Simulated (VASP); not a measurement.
Data:

```
Sr
1.0
    0.00000     2.94827     2.94827
    2.94827     0.00000     2.94827
    2.94827     2.94827     0.00000
Sr
1
Direct
  0.00000   0.00000   0.00000
```

Method: PBE GGA, VASP's PBE PAW potentials (set 64) (plane waves; VASP). Run with 520 eV cut-off, 8×8×8 Γ-centred mesh, Gaussian smearing of 0.050 eV, potentials Sr_sv.

### Question
What does the run give for the energy per atom (σ→0), band gap (on the k-mesh) with the smallest direct gap where there is one?

### Answer

```
Property                                                     Value
------------------------  ----------------------------------------
band gap (on the k-mesh)  none (metal, semimetal or under 0.01 eV)
energy per atom (σ→0)                               -1.634 eV/atom
```

The absolute energy has meaning only against runs of the same code, potentials and settings.

The compound is Sr in the fcc structure. This cell is one point of a volume scan, at 0.94 of the reference volume.
